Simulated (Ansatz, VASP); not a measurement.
# TiO2 (Anatase) in two plane-wave programs

Wanted: the spread between two codes on one cell, functional and k mesh. The cell is taken from a series of runs on this material, whose earlier steps may have relaxed, scaled, displaced or heated it; both programs get it as it stands.

Main program and level: Ansatz 0.2.0; plane waves, with VASP 6.6.1 beside it; zone-centre phonons at LDA.

**1. The structure**

The structure is tetragonal, space group I4_1/amd (No. 141). Conventional cell: a = 3.739 Å, b = 3.739 Å, c = 9.456 Å, α = 90.00°, β = 90.00°, γ = 90.00°. Ti has 6 O at 1.91 to 1.97 Å nearest. Nearest to O lie 3 Ti at 1.91 to 1.97 Å. Farther neighbours and most contacts between anions are not listed.

**2. VASP: zone-centre phonons, LDA**

Second derivatives magnify differences that forces hide, and they need a tight electronic threshold.

Lines of VASP's logs that name or quote its potential files are left out, and so is its time.

Contents of INCAR:

```
SYSTEM = TiO2
PREC = Accurate
ENCUT = 600
EDIFF = 1E-08
NELM = 120
ISMEAR = 0
SIGMA = 0.01
LREAL = .FALSE.
ALGO = Normal
GGA = CA
NBANDS = 30
LASPH = .TRUE.
LORBIT = 11
LWAVE = .FALSE.
LCHARG = .FALSE.
ISIF = 2
IBRION = 8
GGA_COMPAT = .FALSE.
EFERMI = MIDGAP
KPAR = 2
```

Contents of POSCAR:

```
TiO2
1.0
   -1.8696312604      1.8696312604      4.7277982416
    1.8696312604     -1.8696312604      4.7277982416
    1.8696312604      1.8696312604     -4.7277982416
Ti O
2 4
Direct
    0.0000000000      0.0000000000      0.0000000000
    0.7500000000      0.2500000000      0.5000000000
    0.2079773217      0.2079773217      0.0000000000
    0.9579773217      0.4579773217      0.5000000000
    0.5420226783      0.0420226783      0.5000000000
    0.7920226783      0.7920226783      0.0000000000
```

Contents of KPOINTS:

```
Automatic mesh
0
Gamma
10 10 10
0 0 0
```

Potentials, in the order of the species: Ti_sv and O (LDA family, release 64).

Started as:

```bash
$ mpirun -np 2 vasp_std
```

Numbers of over 12 decimals in the logs are rounded to 6 here.

The log of the run:

```text
[banner, memory and clock lines left out]
running    2 mpi-ranks, on    1 nodes
 distrk:  each k-point on    1 cores,    2 groups
 distr:  one band on    1 cores,    1 groups

 POSCAR found type information on POSCAR TiO
 POSCAR found :  2 types and       6 ions
 LDA part: xc-table for (Slater(with rela. corr.)+CA(PZ))
 , standard interpolation
 POSCAR, INCAR and KPOINTS ok, starting setup
 FFT: planning ... GRIDC
 FFT: planning ... GRID_SOFT
 FFT: planning ... GRID
 WAVECAR not read
 entering main loop
       N       E                     dE             d eps       ncg     rms          rms(c)
DAV:   1     0.702250852407E+03    0.70225E+03   -0.26912E+04  6120   0.205E+03
DAV:   2     0.439571459962E+02   -0.65829E+03   -0.62612E+03  6508   0.579E+02
DAV:   3    -0.700578000059E+02   -0.11401E+03   -0.11128E+03  9016   0.213E+02
DAV:   4    -0.751574609724E+02   -0.50997E+01   -0.50933E+01  8762   0.465E+01
DAV:   5    -0.753592475274E+02   -0.20179E+00   -0.20174E+00  8370   0.753E+00    0.328E+01
DAV:   6    -0.594444208732E+02    0.15915E+02   -0.10015E+02  8050   0.979E+01    0.118E+01
DAV:   7    -0.590616589352E+02    0.38276E+00   -0.14738E+01  7866   0.320E+01    0.889E+00
DAV:   8    -0.589730900002E+02    0.88569E-01   -0.29456E+00  7466   0.178E+01    0.352E+00
DAV:   9    -0.588426655053E+02    0.13042E+00   -0.82087E-01  7600   0.879E+00    0.100E+00
DAV:  10    -0.588490640025E+02   -0.63985E-02   -0.96118E-02  7240   0.255E+00    0.468E-01
DAV:  11    -0.588450225631E+02    0.40414E-02   -0.23074E-02  6906   0.975E-01    0.778E-02
DAV:  12    -0.588451562626E+02   -0.13370E-03   -0.17990E-03  7174   0.467E-01    0.135E-01
DAV:  13    -0.588450166958E+02    0.13957E-03   -0.49434E-04  7454   0.245E-01    0.269E-02
DAV:  14    -0.588450161913E+02    0.50455E-06   -0.52146E-05  8594   0.656E-02    0.110E-02
DAV:  15    -0.588450161111E+02    0.80206E-07   -0.90863E-06  7994   0.317E-02    0.409E-03
DAV:  16    -0.588450159958E+02    0.11525E-06   -0.69227E-07  7528   0.902E-03    0.219E-03
DAV:  17    -0.588450159724E+02    0.23462E-07   -0.22951E-07  7460   0.448E-03    0.391E-04
DAV:  18    -0.588450159721E+02    0.27649E-09   -0.73160E-09  3406   0.764E-04
   1 F= -.58845016E+02 E0= -.58845016E+02  d E =0.000000E+00
 Linear response reoptimize wavefunctions to high precision
DAV:   1    -0.588450159719E+02    0.20555E-09   -0.46975E-09  3504   0.807E-04
DAV:   2    -0.588450159720E+02   -0.14188E-09   -0.11095E-09  3060   0.315E-04
DAV:   3    -0.588450159721E+02   -0.14552E-10   -0.29406E-10  3060   0.150E-04
 Linear response DOF=           5
 Linear response progress:
  Degree of freedom:   1/  5
       N       E                     dE             d eps       ncg     rms          rms(c)
RMM:   1    -0.773966914182E+00   -0.77397E+00    0.81564E+00 17071   0.995E+01
RMM:   2    -0.742641386457E+00    0.31326E-01   -0.22947E-01 29987   0.339E+00    0.292E-01
RMM:   3    -0.738162520047E+00    0.44789E-02   -0.25266E-02 36678   0.911E-01    0.152E-01
RMM:   4    -0.737718871175E+00    0.44365E-03   -0.10297E-02 39873   0.431E-01    0.323E-02
RMM:   5    -0.738355991907E+00   -0.63712E-03   -0.19006E-03 42394   0.193E-01    0.164E-02
RMM:   6    -0.738737685258E+00   -0.38169E-03   -0.45679E-04 41796   0.804E-02    0.116E-02
RMM:   7    -0.739452879164E+00   -0.71519E-03   -0.12383E-04 36705   0.494E-02    0.748E-03
RMM:   8    -0.739249997773E+00    0.20288E-03   -0.58315E-05 39979   0.264E-02    0.701E-04
RMM:   9    -0.739260802070E+00   -0.10804E-04   -0.27715E-05 42278   0.151E-02    0.409E-04
RMM:  10    -0.739269823526E+00   -0.90215E-05   -0.15527E-05 41886   0.880E-03    0.194E-04
RMM:  11    -0.739265107042E+00    0.47165E-05   -0.10151E-05 42675   0.580E-03    0.343E-04
RMM:  12    -0.739266303023E+00   -0.11960E-05   -0.72645E-06 42822   0.395E-03    0.380E-04
RMM:  13    -0.739261504477E+00    0.47985E-05   -0.52429E-06 39767   0.294E-03    0.620E-04
RMM:  14    -0.739269163395E+00   -0.76589E-05   -0.37342E-06 36801   0.230E-03    0.373E-04
[...]
RMM:  20    -0.739278157961E+00   -0.36018E-06   -0.81226E-07 42214   0.562E-04    0.223E-05
RMM:  21    -0.739278168462E+00   -0.10501E-07   -0.71089E-07 43321   0.463E-04    0.255E-05
RMM:  22    -0.739278183844E+00   -0.15382E-07   -0.54128E-07 39947   0.389E-04    0.349E-05
RMM:  23    -0.739278276673E+00   -0.92830E-07   -0.49907E-07 39034   0.350E-04    0.165E-05
RMM:  24    -0.739278379761E+00   -0.10309E-06   -0.39025E-07 36689   0.288E-04    0.137E-05
RMM:  25    -0.739278412864E+00   -0.33104E-07   -0.34498E-07 39147   0.244E-04    0.127E-05
RMM:  26    -0.739278419640E+00   -0.67756E-08   -0.28169E-07 39228   0.207E-04    0.160E-05
RMM:  27    -0.739278382752E+00    0.36888E-07   -0.25516E-07 36956   0.181E-04    0.147E-05
 first order change of Fermi-energy  -0.39955E-05
 force on displaced ion       1 direction 1 :  -5.585  -0.000   0.001
 Linear response progress:
  Degree of freedom:   2/  5
       N       E                     dE             d eps       ncg     rms          rms(c)
RMM:   1    -0.813891089080E+00   -0.81389E+00    0.81927E+00 10403   0.102E+02
RMM:   2    -0.781764180228E+00    0.32127E-01   -0.23475E-01 18163   0.328E+00    0.303E-01
RMM:   3    -0.775847919433E+00    0.59163E-02   -0.28638E-02 21509   0.960E-01    0.164E-01
[...]
RMM:  19    -0.777213732009E+00    0.42836E-06   -0.54367E-07 23190   0.543E-04    0.552E-04
RMM:  20    -0.777212818123E+00    0.91389E-06   -0.40122E-07 25248   0.508E-04    0.635E-04
RMM:  21    -0.777213263249E+00   -0.44513E-06   -0.48936E-07 21697   0.381E-04    0.612E-04
RMM:  22    -0.777213640551E+00   -0.37730E-06   -0.19396E-07 22275   0.331E-04    0.582E-04
 first order change of Fermi-energy   0.31365E-04
 force on displaced ion       1 direction 3 :   0.000  -0.000 -18.068
 Linear response progress:
  Degree of freedom:   3/  5
       N       E                     dE             d eps       ncg     rms          rms(c)
RMM:   1    -0.368867949190E+00   -0.36887E+00    0.14293E-01 34568   0.281E+00
RMM:   2    -0.358928176489E+00    0.99398E-02   -0.16194E-02 30419   0.587E-01    0.125E-01
RMM:   3    -0.360511284230E+00   -0.15831E-02   -0.17334E-03 32244   0.194E-01    0.593E-02
RMM:   4    -0.361999298093E+00   -0.14880E-02   -0.58240E-04 32010   0.118E-01    0.138E-02
RMM:   5    -0.362101072261E+00   -0.10177E-03   -0.10128E-04 37059   0.405E-02    0.452E-03
RMM:   6    -0.362058328968E+00    0.42743E-04   -0.18856E-05 39273   0.157E-02    0.108E-03
RMM:   7    -0.362070375796E+00   -0.12047E-04   -0.26950E-06 40220   0.661E-03    0.424E-04
RMM:   8    -0.362063460350E+00    0.69154E-05   -0.70542E-07 40560   0.316E-03    0.190E-04
RMM:   9    -0.362065604129E+00   -0.21438E-05   -0.51529E-07 41170   0.155E-03    0.578E-05
RMM:  10    -0.362065531121E+00    0.73008E-07    0.10049E-06 42297   0.811E-04    0.281E-05
RMM:  11    -0.362065394920E+00    0.13620E-06    0.37792E-07 42635   0.436E-04    0.170E-05
RMM:  12    -0.362065536637E+00   -0.14172E-06    0.45117E-07 42795   0.244E-04    0.811E-06
RMM:  13    -0.362065551541E+00   -0.14904E-07    0.21931E-07 42387   0.136E-04    0.464E-06
RMM:  14    -0.362065557539E+00   -0.59977E-08    0.95926E-08 42987   0.776E-05    0.312E-06
 first order change of Fermi-energy  -0.51115E-06
 force on displaced ion       3 direction 1 :  -3.205   0.000   0.000
 Linear response progress:
  Degree of freedom:   4/  5
       N       E                     dE             d eps       ncg     rms          rms(c)
RMM:   1    -0.387669702080E+00   -0.38767E+00    0.10441E-01 37524   0.364E+00
RMM:   2    -0.364596486886E+00    0.23073E-01   -0.34669E-02 33446   0.992E-01    0.200E-01
RMM:   3    -0.367266833302E+00   -0.26703E-02   -0.79870E-03 36985   0.383E-01    0.105E-01
RMM:   4    -0.369241233086E+00   -0.19744E-02   -0.25077E-03 36842   0.218E-01    0.340E-02
RMM:   5    -0.369724583894E+00   -0.48335E-03   -0.52464E-04 41517   0.915E-02    0.105E-02
RMM:   6    -0.369720349816E+00    0.42341E-05   -0.87659E-05 40270   0.390E-02    0.191E-03
RMM:   7    -0.369701538085E+00    0.18812E-04   -0.23122E-05 41970   0.185E-02    0.103E-03
RMM:   8    -0.369700283149E+00    0.12549E-05   -0.10683E-05 41228   0.915E-03    0.478E-04
RMM:   9    -0.369700320971E+00   -0.37822E-07   -0.83050E-06 42070   0.489E-03    0.285E-04
RMM:  10    -0.369699414496E+00    0.90648E-06   -0.62431E-06 41995   0.271E-03    0.128E-04
RMM:  11    -0.369698462575E+00    0.95192E-06   -0.40641E-06 41748   0.152E-03    0.569E-05
RMM:  12    -0.369698013983E+00    0.44859E-06   -0.25888E-06 42645   0.859E-04    0.257E-05
RMM:  13    -0.369698083135E+00   -0.69152E-07   -0.11128E-06 41589   0.494E-04    0.934E-06
RMM:  14    -0.369698012698E+00    0.70437E-07   -0.70188E-07 43252   0.284E-04    0.465E-06
RMM:  15    -0.369698013918E+00   -0.12202E-08   -0.34619E-07 42825   0.163E-04    0.515E-06
RMM:  16    -0.369697970606E+00    0.43312E-07   -0.21289E-07 41107   0.971E-05    0.436E-06
RMM:  17    -0.369697990737E+00   -0.20130E-07   -0.12410E-07 41269   0.585E-05    0.623E-06
RMM:  18    -0.369697978755E+00    0.11982E-07   -0.50142E-08 40818   0.347E-05    0.238E-06
RMM:  19    -0.369697965441E+00    0.13314E-07   -0.50713E-08 41229   0.210E-05    0.149E-06
RMM:  20    -0.369697977036E+00   -0.11595E-07   -0.31338E-08 39015   0.132E-05    0.226E-06
RMM:  21    -0.369697972536E+00    0.44995E-08   -0.12339E-08 40213   0.788E-06    0.104E-06
 first order change of Fermi-energy   0.27952E-04
 force on displaced ion       3 direction 2 :  -0.000 -16.898   0.005
 Linear response progress:
  Degree of freedom:   5/  5
       N       E                     dE             d eps       ncg     rms          rms(c)
RMM:   1    -0.388228875481E+00   -0.38823E+00    0.10394E-01 22769   0.328E+00
RMM:   2    -0.367078860522E+00    0.21150E-01   -0.27279E-02 18184   0.887E-01    0.245E-01
RMM:   3    -0.368974597739E+00   -0.18957E-02   -0.50978E-03 19148   0.395E-01    0.160E-01
RMM:   4    -0.370111683917E+00   -0.11371E-02   -0.16894E-03 21259   0.206E-01    0.698E-02
RMM:   5    -0.370838860294E+00   -0.72718E-03   -0.46909E-04 22344   0.117E-01    0.236E-02
RMM:   6    -0.370911633969E+00   -0.72774E-04   -0.20612E-04 24363   0.600E-02    0.151E-02
RMM:   7    -0.370912579849E+00   -0.94588E-06   -0.67992E-05 23087   0.329E-02    0.610E-03
RMM:   8    -0.370900815567E+00    0.11764E-04   -0.39835E-05 23621   0.188E-02    0.164E-03
RMM:   9    -0.370901199046E+00   -0.38348E-06   -0.27862E-05 24974   0.953E-03    0.174E-03
RMM:  10    -0.370899906941E+00    0.12921E-05   -0.19449E-05 24271   0.531E-03    0.852E-04
RMM:  11    -0.370899962059E+00   -0.55118E-07   -0.16211E-05 24558   0.328E-03    0.341E-04
RMM:  12    -0.370900884235E+00   -0.92218E-06   -0.97698E-06 23484   0.199E-03    0.634E-04
RMM:  13    -0.370900370941E+00    0.51329E-06   -0.70222E-06 23426   0.125E-03    0.258E-04
RMM:  14    -0.370899810542E+00    0.56040E-06   -0.45329E-06 24955   0.761E-04    0.905E-05
RMM:  15    -0.370899731599E+00    0.78943E-07   -0.33639E-06 25311   0.397E-04    0.109E-04
RMM:  16    -0.370899656990E+00    0.74609E-07   -0.20002E-06 24116   0.230E-04    0.727E-05
RMM:  17    -0.370899581582E+00    0.75408E-07   -0.11563E-06 24595   0.145E-04    0.329E-05
RMM:  18    -0.370899512029E+00    0.69553E-07   -0.75681E-07 24451   0.884E-05    0.337E-06
RMM:  19    -0.370899489846E+00    0.22183E-07   -0.52589E-07 25934   0.466E-05    0.803E-06
RMM:  20    -0.370899465368E+00    0.24478E-07   -0.26315E-07 23090   0.279E-05    0.977E-07
RMM:  21    -0.370899457784E+00    0.75846E-08   -0.17307E-07 25356   0.154E-05    0.110E-06
RMM:  22    -0.370899449681E+00    0.81030E-08   -0.99977E-08 24150   0.851E-06    0.525E-07
 first order change of Fermi-energy   0.21608E+00
 force on displaced ion       3 direction 3 :   0.000  -0.000 -13.569
 Linear response finished
```

(Part 1 of 3 ends here.)

[Lines on the potential files, build, host, timing and source positions are cut from VASP's logs without a mark.]

[Logs are printed without paths, hosts, clocks, repeated set-up lines and the standing remarks that a program may print on its own settings, such as how far it seeks lower states.]

[Hosts, paths, dates, database ids (printed as entryN), source tags and the programs' standing remarks are cut or masked in the printed files.]
